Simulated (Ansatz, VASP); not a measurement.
This is a calculation of Zr3MoC for Ansatz 0.2.0.

input.yaml

```yaml
crystal:
  lattice:
    - [4.94251, 0.0, 0.0]
    - [0.0, 4.94251, 0.0]
    - [0.0, 0.0, 4.94251]
  atoms:
    - { symbol: Zr, position: [0.5, 0.0, 0.0] }
    - { symbol: Zr, position: [0.0, 0.5, 0.0] }
    - { symbol: Zr, position: [0.0, 0.0, 0.5] }
    - { symbol: Mo, position: [0.0, 0.0, 0.0] }
    - { symbol: C, position: [0.5, 0.5, 0.5] }
hamiltonian:
  xc: pbe
  pseudopotentials: { kind: paw }
  dispersion: d4
kpoints:
  mp_grid: { grid: [5, 5, 5] }
scf:
  occupations: { method: fermi_dirac, width: 0.05 }
output:
  forces: true
  stress: true
  eigenvalues: true
relax:
  f_tol: 0.01
  max_steps: 40
  cell: { stress_tol: 0.05 }
```

Potentials or basis: Ansatz PAW.

Launch:

```bash
$ ansatz run input.yaml --threads 2 --pin off --max-ram 5632MiB --backend cpu --events-out ev --progress --plain --runs-dir out
```

Problem. Set up the same calculation for VASP 6.6.1. Potentials there: VASP PAW PBE potentials, release 64 (Zr_sv, Mo_sv, C).

Solution. As run (the cutoff follows the program's own potentials):

Contents of INCAR:

```
SYSTEM = Zr3MoC
PREC     = Accurate       ! precision mode
ENCUT    = 600            ! plane-wave cutoff, eV
EDIFF    = 1E-6           ! SCF threshold, eV
ISMEAR   = -1             ! smearing method
SIGMA    = 0.05           ! smearing width, eV
LREAL    = .FALSE.        ! projectors in reciprocal space
LASPH    = .TRUE.         ! aspherical terms in the spheres
NELM     = 100            ! most SCF steps
ALGO     = Normal         ! electronic algorithm
ISIF     = 3              ! what is computed and relaxed
LWAVE    = .FALSE.        ! write WAVECAR
LCHARG   = .FALSE.        ! write CHGCAR
GGA      = PE             ! functional
IVDW     = 13             ! dispersion correction
IBRION   = 2              ! ionic algorithm
NSW      = 60             ! ionic steps
EDIFFG   = -0.02          ! ionic threshold
```

Contents of KPOINTS:

```
regular mesh
0
G
  5 5 5
  0 0 0
```

File POSCAR:

```
Zr3MoC
1.0
    4.9425100000      0.0000000000      0.0000000000
    0.0000000000      4.9425100000      0.0000000000
    0.0000000000      0.0000000000      4.9425100000
Zr Mo C
3 1 1
Direct
    0.5000000000      0.0000000000      0.0000000000
    0.0000000000      0.5000000000      0.0000000000
    0.0000000000      0.0000000000      0.5000000000
    0.0000000000      0.0000000000      0.0000000000
    0.5000000000      0.5000000000      0.5000000000
```

Potentials or basis: VASP PAW PBE potentials, release 64 (Zr_sv, Mo_sv, C).

Command:

```bash
$ cat potpaw_PBE.64/Zr_sv/POTCAR potpaw_PBE.64/Mo_sv/POTCAR potpaw_PBE.64/C/POTCAR > POTCAR
$ mpirun -np 1 vasp_std > vasp.out
```

Both were run:

|  | VASP | Ansatz | Ansatz less VASP |
| --- | --- | --- | --- |
| gap on the k mesh at the Fermi level, each at its own relaxed structure (eV) | none | none | - |
| relaxed volume (Å³/atom) | 23.96 | 23.89 | -0.064 |
| relaxed cell length with the largest relative difference (Å) | 4.930 | 4.925 | -0.0044 |

A gap of «none» marks a metal or a gap that the smearing closes.

Caveats: pairwise dispersion overbinds metals, which lowers pressure and volume; the plane-wave basis is chosen anew once the cell has moved, so the energies of steps on either side of that aren't comparable (Ansatz).
